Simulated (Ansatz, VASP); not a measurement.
## MgSiS3 in two plane-wave programs

One calculation is typed for both programs; each brings its own data sets. How far apart do they land? The cell is generated by rule, not measured, and may not be a known phase. The cell is taken from a series of runs on this material, whose earlier steps may have relaxed, scaled, displaced or heated it; both programs get it as it stands.

Main program and level: Ansatz 0.2.0; plane waves, with VASP 6.6.1 beside it; relaxation of cell and atoms at LDA.

The structure was built from a prototype and need not be the compound's stable phase.

## 1. The starting structure

Symmetry: P4_2/mmc, No. 131, tetragonal system. Conventional cell: a = 4.469 Å, b = 4.469 Å, c = 8.937 Å, α = 90.00°, β = 90.00°, γ = 90.00°. Nearest to Mg lie 8 S at 2.77 to 3.16 Å. Nearest to Si lie 6 S at 2.23 to 2.31 Å. Nearest to S lie 2 Si at 2.23 Å and 4 Mg at 3.16 Å. Nearest to S lie 2 Si at 2.31 Å and 2 Mg at 2.77 Å. Farther neighbours and most contacts between anions are not listed.

## 2. VASP: relaxation of cell and atoms, LDA

The relaxed volume is the usual yardstick between codes: in a stiff, nearly cubic crystal its relative difference is about their pressure difference at one cell divided by the bulk modulus.

Lines of VASP's logs that name or quote its potential files are left out, and so is its time.

File INCAR:

```
SYSTEM = MgSiS3
PREC = Accurate
ENCUT = 600
EDIFF = 1E-07
NELM = 120
ISMEAR = 1
SIGMA = 0.2
LREAL = .FALSE.
ALGO = Normal
GGA = PW92
NBANDS = 34
LORBIT = 11
LWAVE = .FALSE.
LCHARG = .FALSE.
ISIF = 3
IBRION = 2
NSW = 80
EDIFFG = -0.005
LASPH = .TRUE.
GGA_COMPAT = .FALSE.
NELMIN = 4
KPAR = 2
```

File POSCAR:

```
MgSiS3
1.0
    4.4685190000      0.0000000000      0.0000000000
    0.0000000000      4.4685190000      0.0000000000
    0.0000000000      0.0000000000      8.9370380000
Mg Si S
2 2 6
Direct
    0.0000000000      0.0000000000      0.0000000000
    0.0000000000      0.0000000000      0.5000000000
    0.5000000000      0.5000000000      0.2500000000
    0.5000000000      0.5000000000      0.7500000000
    0.5000000000      0.5000000000      0.0000000000
    0.5000000000      0.5000000000      0.5000000000
    0.5000000000      0.0000000000      0.1828636625
    0.5000000000      0.0000000000      0.8171363376
    0.0000000000      0.5000000000      0.3171363375
    0.0000000000      0.5000000000      0.6828636624
```

File KPOINTS:

```
Automatic mesh
0
Gamma
8 8 4
0 0 0
```

Potentials, in the order of the species: Mg, Si and S (LDA family, release 64).

Run with:

```sh
mpirun -np 2 vasp_std
```

Numbers of over 12 decimals in the logs are rounded to 6 here.

The program printed:

```text
[banner, memory and clock lines left out]
running    2 mpi-ranks, on    1 nodes
 distrk:  each k-point on    1 cores,    2 groups
 distr:  one band on    1 cores,    1 groups

 POSCAR found type information on POSCAR MgSiS
 POSCAR found :  3 types and      10 ions
|                                                                             |
|               ----> ADVICE to this user running VASP <----                  |
|                                                                             |
|     You enforced a specific xc type in the INCAR file but a different       |
|     [... a line on the potential file left out ...]
|     I HOPE YOU KNOW WHAT YOU ARE DOING!                                     |
|                                                                             |

 LDA part: xc-table for (Slater(with rela. corr.)+PW92), standard interpolation
 POSCAR, INCAR and KPOINTS ok, starting setup
 FFT: planning ... GRIDC
 FFT: planning ... GRID_SOFT
 FFT: planning ... GRID
 WAVECAR not read
 entering main loop
       N       E                     dE             d eps       ncg     rms          rms(c)
DAV:   1     0.237600864925E+03    0.23760E+03   -0.21940E+04  3060   0.136E+03
DAV:   2    -0.267106122203E+02   -0.26431E+03   -0.24784E+03  3934   0.210E+02
DAV:   3    -0.495059511069E+02   -0.22795E+02   -0.22268E+02  3890   0.641E+01
DAV:   4    -0.500048066487E+02   -0.49886E+00   -0.49603E+00  3832   0.107E+01
DAV:   5    -0.500191376878E+02   -0.14331E-01   -0.14314E-01  3904   0.176E+00    0.195E+01
DAV:   6    -0.483229570929E+02    0.16962E+01   -0.26179E+00  3482   0.537E+00    0.126E+01
DAV:   7    -0.480214598988E+02    0.30150E+00   -0.11979E+00  3784   0.366E+00    0.216E+00
DAV:   8    -0.479941666430E+02    0.27293E-01   -0.10343E-01  3602   0.128E+00    0.572E-01
DAV:   9    -0.479927285615E+02    0.14381E-02   -0.13015E-02  3846   0.458E-01    0.225E-01
DAV:  10    -0.479925639179E+02    0.16464E-03   -0.51676E-04  3748   0.117E-01    0.134E-01
DAV:  11    -0.479925443994E+02    0.19519E-04   -0.22436E-04  3808   0.632E-02    0.322E-02
DAV:  12    -0.479925314397E+02    0.12960E-04   -0.52762E-05  3658   0.288E-02    0.137E-02
DAV:  13    -0.479925312516E+02    0.18810E-06   -0.40109E-06  3890   0.861E-03    0.714E-03
DAV:  14    -0.479925311805E+02    0.71062E-07   -0.38456E-07  3666   0.262E-03
   1 F= -.47992531E+02 E0= -.47990659E+02  d E =-.479925E+02
[...]
2 F= -.48133296E+02 E0= -.48130415E+02  d E =-.140765E+00
[...]
3 F= -.48143578E+02 E0= -.48140366E+02  d E =-.151047E+00
[...]
4 F= -.48147329E+02 E0= -.48144139E+02  d E =-.375099E-02
[...]
5 F= -.48147387E+02 E0= -.48144201E+02  d E =-.380816E-02
[...]
6 F= -.48149745E+02 E0= -.48146626E+02  d E =-.235825E-02
 trial-energy change:   -0.002358  1 .order   -0.002357   -0.002937   -0.001777
 step:   2.7911(harm=  2.7911)  dis= 0.01690  next Energy=   -48.151104 (dE=-0.372E-02)
 bond charge predicted
       N       E                     dE             d eps       ncg     rms          rms(c)
DAV:   1    -0.481503965531E+02   -0.65164E-03   -0.49903E-01  3112   0.286E+00    0.410E-01
DAV:   2    -0.481516903004E+02   -0.12937E-02   -0.33262E-02  4020   0.803E-01    0.202E-01
DAV:   3    -0.481513273532E+02    0.36295E-03   -0.98971E-04  3620   0.155E-01    0.153E-01
DAV:   4    -0.481511151330E+02    0.21222E-03   -0.26114E-04  3864   0.703E-02    0.628E-02
DAV:   5    -0.481510798052E+02    0.35328E-04   -0.98915E-05  4034   0.454E-02    0.243E-02
DAV:   6    -0.481510807174E+02   -0.91214E-06   -0.13721E-05  3588   0.160E-02    0.128E-02
DAV:   7    -0.481510803328E+02    0.38459E-06   -0.66527E-07  3790   0.377E-03    0.711E-03
DAV:   8    -0.481510802600E+02    0.72799E-07   -0.67382E-07  3364   0.335E-03
   7 F= -.48151080E+02 E0= -.48148084E+02  d E =-.369363E-02
 curvature:  -2.06 expect dE=-0.627E-04 dE for cont linesearch -0.283E-06
 trial: gam= 0.03661 g(F)=  0.475E-05 g(S)=  0.257E-04 ort =-0.233E-04 (trialstep = 0.144E+01)
 search vector abs. value=  0.340E-04
 reached required accuracy - stopping structural energy minimisation
```

Parts of OUTCAR (step 2):

```text
ion  position               nearest neighbor table
   1  0.000  0.000  0.000-   8 2.77   8 2.77   7 2.77   7 2.77   5 3.16   5 3.16   5 3.16   5 3.16

  LATTYP: Found a simple tetragonal cell.
 ALAT       =     4.4685190000
 C/A-ratio  =     2.0000000000

 Subroutine GETGRP returns: Found 16 space group operations
 (whereof  8 operations were pure point group operations)

The static configuration has the point symmetry D_2h.
 The point group associated with its full space group is D_4h.

 Found     45 irreducible k-points:

   k-points           NKPTS =     45   k-points in BZ     NKDIM =     45   number of bands    NBANDS=     34

   dimension x,y,z NGX =    36 NGY =   36 NGZ =   72
   dimension x,y,z NGXF=    72 NGYF=   72 NGZF=  144

   ENCUT  =  600.0 eV  44.10 Ry    6.64 a.u.   8.92  8.92 17.85*2*pi/ulx,y,z

   NELECT =      48.0000    total number of electrons

 k-points in reciprocal lattice and weights: Automatic mesh
   0.00000000  0.00000000  0.00000000       0.004
   0.12500000  0.00000000  0.00000000       0.016
   0.25000000  0.00000000  0.00000000       0.016
   0.37500000  0.00000000  0.00000000       0.016
   0.50000000  0.00000000  0.00000000       0.008
   0.12500000  0.12500000  0.00000000       0.016
   0.25000000  0.12500000  0.00000000       0.031
   0.37500000  0.12500000  0.00000000       0.031
   0.50000000  0.12500000  0.00000000       0.016
[...]
0.50000000  0.37500000  0.50000000       0.016
   0.50000000  0.50000000  0.50000000       0.004

 average (electrostatic) potential at core
       1 -36.6662       2 -36.6662       3 -85.9425       4 -85.9425       5 -86.0718
       6 -86.0718       7 -86.1322       8 -86.1322       9 -86.1322      10 -86.1322

 E-fermi :   6.1371

 k-point     1 :       0.0000    0.0000    0.0000
  band No.  band energies     occupation
    ...
     21       4.6286      2.00000
     22       4.7527      2.00000
     23       4.8205      2.00000
     24       5.1413      2.00000
     25       5.1413      2.00000
     26       6.8197     -0.00002
     27       7.1551     -0.00000
     28       7.8243     -0.00000
     29       7.9833     -0.00000
     30      10.3837      0.00000
    ...

 k-point     2 :       0.1250    0.0000    0.0000
  band No.  band energies     occupation
    ...
     21       4.6120      2.00000
     22       4.8158      2.00000
     23       4.8801      2.00000
     24       4.8976      2.00000
     25       5.4386      2.00001
     26       7.1685     -0.00000
     27       7.3932     -0.00000
     28       8.0764     -0.00000
     29       8.0927     -0.00000
     30       9.9012     -0.00000
    ...

 k-point     3 :       0.2500    0.0000    0.0000
  band No.  band energies     occupation
    ...
     20       4.0150      2.00000
     21       4.1636      2.00000
     22       4.4473      2.00000
     23       4.7655      2.00000
     24       4.7909      2.00000
     25       6.5062     -0.02547
     26       7.3389     -0.00000
     27       7.8488     -0.00000
     28       8.2185     -0.00000
     29       8.9034     -0.00000
    ...

  Total        0.0476020      0.0476020     -0.0283237     -0.0000000      0.0000000      0.0000000
  in kB        0.4310589      0.4310589     -0.2564845     -0.0000000      0.0000000      0.0000000
  external PRESSURE =       0.2018777 kB  Pullay stress =       0.0000000 kB

  energy-cutoff  :      600.00
  volume of cell :      176.93
      direct lattice vectors                 reciprocal lattice vectors
     4.362916569 -0.000000000  0.000000000     0.229204475 -0.000000000  0.000000000
     0.000000000  4.362916569  0.000000000     0.000000000  0.229204475  0.000000000
     0.000000000  0.000000000  9.294906344     0.000000000  0.000000000  0.107585807

 POSITION                                       TOTAL-FORCE (eV/Angst)
 -----------------------------------------------------------------------------------
      4.36292     -0.00000      0.00000         0.000000      0.000000      0.000000
      4.36292     -0.00000      4.64745         0.000000      0.000000      0.000000
      2.18146      2.18146      2.32373         0.000000     -0.000000      0.000000
      2.18146      2.18146      6.97118        -0.000000      0.000000     -0.000000
      2.18146      2.18146      0.00000         0.000000      0.000000      0.000000
      2.18146      2.18146      4.64745         0.000000      0.000000      0.000000
      2.18146     -0.00000      1.69461         0.000000      0.000000     -0.004961
      2.18146     -0.00000      7.60030        -0.000000      0.000000      0.004961
      4.36292      2.18146      2.95284         0.000000      0.000000      0.004961
      0.00000      2.18146      6.34206         0.000000     -0.000000     -0.004961
 -----------------------------------------------------------------------------------
    total drift:                                0.000000      0.000000      0.000000

  FREE ENERGIE OF THE ION-ELECTRON SYSTEM (eV)
  ---------------------------------------------------
  free  energy   TOTEN  =       -48.1510802600 eV

  energy  without entropy=      -48.1420913252  energy(sigma->0) =      -48.14808395

 reached required accuracy - stopping structural energy minimisation

 total charge
# of ion       s       p       d       tot
------------------------------------------
    1        0.135   0.090   0.023   0.247
    2        0.135   0.090   0.023   0.247
    3        0.761   0.769   0.000   1.530
    4        0.761   0.769   0.000   1.530
    5        1.355   2.357   0.000   3.712
    6        1.355   2.357   0.000   3.712
    7        1.358   2.363   0.000   3.720
    8        1.358   2.363   0.000   3.720
    9        1.358   2.363   0.000   3.720
   10        1.358   2.363   0.000   3.720
--------------------------------------------------
tot          9.933  15.882   0.045  25.860

[... 3 further parts left out ...]
```

CONTCAR:

```
MgSiS3
   1.00000000000000
     4.3629165691131409   -0.0000000000000000    0.0000000000000000
     0.0000000000000000    4.3629165691131409    0.0000000000000000
     0.0000000000000000    0.0000000000000000    9.2949063435342403
  Mg              Si              S
     2     2     6
Direct
     1.0000000000000000    0.0000000000000000    0.0000000000000000
     1.0000000000000000    0.0000000000000000    0.5000000000000000
     0.5000000000000000    0.5000000000000000    0.2500000000000000
     0.5000000000000000    0.5000000000000000    0.7500000000000000
     0.5000000000000000    0.5000000000000000    0.0000000000000000
     0.5000000000000000    0.5000000000000000    0.5000000000000000
     0.5000000000000000    0.0000000000000000    0.1823159094026430
     0.5000000000000000    0.0000000000000000    0.8176840906973516
     1.0000000000000000    0.5000000000000000    0.3176840905973569
     0.0000000000000000    0.5000000000000000    0.6823159093026484
```

(Continued in part 2 of 2.)

[Lines on the potential files, build, host, timing and source positions are cut from VASP's logs without a mark.]

[Logs are printed without paths, hosts, clocks, repeated set-up lines and the standing remarks that a program may print on its own settings, such as how far it seeks lower states.]

[Hosts, paths, dates, database ids (printed as entryN), source tags and the programs' standing remarks are cut or masked in the printed files.]
